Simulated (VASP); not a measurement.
These are TPSS meta-GGA, VASP's PBE PAW potentials (set 64) (plane waves; VASP) values and carry that method's errors.

VASP ran on this input.

File POSCAR:
```
GaN
1
    0.0000000000     2.2600000000     2.2600000000
    2.2600000000     0.0000000000     2.2600000000
    2.2600000000     2.2600000000     0.0000000000
Ga N
1 1
Direct
  0.0000000000   0.0000000000   0.0000000000
  0.2500000000   0.2500000000   0.2500000000
```

### KPOINTS
```
Automatic mesh
0
Gamma
9 9 9
0 0 0
```

INCAR:
```
! general
SYSTEM  = GaN
PREC    = Accurate
ENCUT   = 520   ! plane-wave cut-off (eV)
LREAL   = .FALSE.   ! projection in real space or not
LASPH   = .TRUE.   ! aspherical one-centre terms

! electronic loop
EDIFF   = 1E-6   ! SCF stop (eV)
NELM    = 100
ALGO    = Normal   ! blocked Davidson
LMAXMIX = 4
LMIXTAU = .TRUE.

! smearing
ISMEAR  = 0   ! Gaussian
SIGMA   = 0.05

! functional
METAGGA = TPSS

! ions
IBRION  = 2
NSW     = 60
ISIF    = 3   ! ions, shape and volume
EDIFFG  = -0.01

! output
LWAVE   = .FALSE.
LCHARG  = .FALSE.
```

POTCAR, in this order: Ga_d N (PBE.64 set). Program: vasp_std.

The run wrote:

File OSZICAR:
```
       N       E                     dE             d eps       ncg     rms          rms(c)
DAV:   1     0.827136130883E+02    0.82714E+02   -0.98714E+03   947   0.250E+03
DAV:   2    -0.128494220646E+02   -0.95563E+02   -0.90341E+02  1030   0.369E+02
DAV:   3    -0.194997587328E+02   -0.66503E+01   -0.65931E+01  1030   0.873E+01
DAV:   4    -0.195977633893E+02   -0.98005E-01   -0.97915E-01  1079   0.110E+01
DAV:   5    -0.195989633208E+02   -0.11999E-02   -0.11999E-02  1038   0.115E+00    0.644E+00
DAV:   6    -0.220752830484E+02   -0.24763E+01   -0.51507E+00  1127   0.383E+01    0.390E+00
DAV:   7    -0.218964388315E+02    0.17884E+00   -0.12871E+00  1370   0.187E+01    0.117E+00
DAV:   8    -0.220102221293E+02   -0.11378E+00   -0.33112E-01   910   0.563E+00    0.919E-01
DAV:   9    -0.218688546679E+02    0.14137E+00   -0.69853E-02   915   0.337E+00    0.455E-01
DAV:  10    -0.219995797127E+02   -0.13073E+00   -0.62152E-02   934   0.480E+00    0.149E-01
DAV:  11    -0.220087701745E+02   -0.91905E-02   -0.61071E-03   953   0.104E+00    0.543E-02
DAV:  12    -0.220068149209E+02    0.19553E-02   -0.35440E-04   959   0.317E-01    0.497E-02
DAV:  13    -0.220097225202E+02   -0.29076E-02   -0.12945E-03   920   0.543E-01    0.355E-02
DAV:  14    -0.220097877530E+02   -0.65233E-04   -0.11962E-04  1140   0.144E-01    0.380E-02
DAV:  15    -0.220097863102E+02    0.14428E-05   -0.57383E-06   938   0.347E-02    0.376E-02
DAV:  16    -0.220097972388E+02   -0.10929E-04   -0.22321E-05   930   0.456E-02    0.148E-02
DAV:  17    -0.220097997678E+02   -0.25290E-05   -0.48167E-06  1096   0.452E-02    0.485E-03
DAV:  18    -0.220097994602E+02    0.30765E-06   -0.15847E-06   562   0.166E-02
   1 F= -.22009799E+02 E0= -.22009799E+02  d E =-.220098E+02
       N       E                     dE             d eps       ncg     rms          rms(c)
DAV:   1    -0.220273233951E+02   -0.17524E-01   -0.25970E-01  1065   0.144E+01    0.837E-01
DAV:   2    -0.220137965385E+02    0.13527E-01   -0.22313E-02  1120   0.513E+00    0.387E-01
DAV:   3    -0.220101227906E+02    0.36737E-02   -0.52713E-03  1100   0.268E+00    0.829E-02
DAV:   4    -0.220094557795E+02    0.66701E-03   -0.13194E-03   972   0.549E-01    0.168E-02
DAV:   5    -0.220099156157E+02   -0.45984E-03   -0.18249E-04   930   0.145E-01    0.848E-03
DAV:   6    -0.220099216483E+02   -0.60326E-05   -0.88957E-06  1073   0.450E-02    0.576E-03
DAV:   7    -0.220099212461E+02    0.40226E-06   -0.93110E-07   663   0.189E-02
   2 F= -.22009921E+02 E0= -.22009921E+02  d E =-.121786E-03
       N       E                     dE             d eps       ncg     rms          rms(c)
DAV:   1    -0.220137345595E+02   -0.38129E-02   -0.49662E-02  1065   0.624E+00    0.372E-01
DAV:   2    -0.220110218715E+02    0.27127E-02   -0.44829E-03  1120   0.228E+00    0.170E-01
DAV:   3    -0.220103433764E+02    0.67850E-03   -0.95696E-04  1105   0.114E+00    0.384E-02
DAV:   4    -0.220102081729E+02    0.13520E-03   -0.23822E-04  1029   0.223E-01    0.639E-03
DAV:   5    -0.220103075359E+02   -0.99363E-04   -0.35299E-05   930   0.631E-02    0.328E-03
DAV:   6    -0.220103057713E+02    0.17646E-05   -0.14512E-06   882   0.170E-02    0.225E-03
DAV:   7    -0.220103068246E+02   -0.10533E-05   -0.16465E-07   480   0.791E-03    0.140E-03
DAV:   8    -0.220103053877E+02    0.14370E-05   -0.91926E-08   460   0.529E-03    0.528E-04
DAV:   9    -0.220103072291E+02   -0.18414E-05   -0.96654E-08   470   0.672E-03    0.117E-04
DAV:  10    -0.220103067871E+02    0.44198E-06   -0.13377E-08   460   0.197E-03
   3 F= -.22010307E+02 E0= -.22010307E+02  d E =-.507327E-03
```

### OUTCAR
```
------------------------ aborting loop because EDIFF is reached ----------------------------------------
  FORCE on cell =-STRESS in cart. coord.  units (eV):
  Direction    XX          YY          ZZ          XY          YZ          ZX
  --------------------------------------------------------------------------------------
  Total       -0.0082487     -0.0082487     -0.0082487      0.0000000     -0.0000000      0.0000000
  in kB       -0.5687767     -0.5687767     -0.5687767      0.0000000     -0.0000000      0.0000000
  external PRESSURE =      -0.5687767 kB  Pullay stress =       0.0000000 kB
  volume of cell :       23.24
      direct lattice vectors                 reciprocal lattice vectors
     0.000000000  2.264862086  2.264862086    -0.220763994  0.220763994  0.220763994
     2.264862086 -0.000000000  2.264862086     0.220763994 -0.220763994  0.220763994
     2.264862086  2.264862086  0.000000000     0.220763994  0.220763994 -0.220763994
  FREE ENERGIE OF THE ION-ELECTRON SYSTEM (eV)
  ---------------------------------------------------
  free  energy   TOTEN  =       -22.0103067871 eV

  energy  without entropy=      -22.0103067871  energy(sigma->0) =      -22.01030679

 reached required accuracy - stopping structural energy minimisation
```
(Selected blocks of OUTCAR.)

CONTCAR:
```
GaN
   1.00000000000000
     0.0000000000000000    2.2648620863174052    2.2648620863174052
     2.2648620863174052   -0.0000000000000000    2.2648620863174052
     2.2648620863174052    2.2648620863174052    0.0000000000000000
  Ga              N
     1     1
Direct
     0.0000000000000000    0.0000000000000000    0.0000000000000000
     0.2500000000000000    0.2500000000000000    0.2500000000000000
```

The compound is GaN in the zinc blende structure, a metastable form; wurtzite is the usual one. This run relaxes it. Symmetry was kept, so distortions that lower it aren't found.
